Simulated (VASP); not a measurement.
A run of VASP 6.6.1 is set up as follows.

Contents of INCAR:

```
SYSTEM = Zr
  PREC = Accurate
  ENCUT = 600
  EDIFF = 1E-7
  ISMEAR = 0
  SIGMA = 0.1
  LREAL = .FALSE.
  LASPH = .TRUE.
  NELM = 80
  ALGO = Normal
  ISIF = 3
  LWAVE = .FALSE.
  LCHARG = .FALSE.
  METAGGA = R2SCAN
  LMIXTAU = .TRUE.
  IBRION = 2
  NSW = 90
  EDIFFG = -0.005
```

KPOINTS

```
Automatic mesh
0
G
  15 15 8
  0 0 0
```

POSCAR

```
Zr
1.0
    3.2392314100      0.0000000000      0.0000000000
   -1.6196157100      2.8052566900      0.0000000000
    0.0000000000      0.0000000000      5.1722200000
Zr
2
Direct
    0.3333333300      0.6666666700      0.2500000000
    0.6666666700      0.3333333300      0.7500000000
```

Potentials or basis: VASP PAW PBE potentials, release 64 (Zr_sv).

Command:

```sh
$ cat potpaw_PBE.64/Zr_sv/POTCAR > POTCAR
$ mpirun -np 1 vasp_std > vasp.out
```

(1) What does it give for the band gap on the k mesh?

Answers

(1) none (metal or under the smearing width).
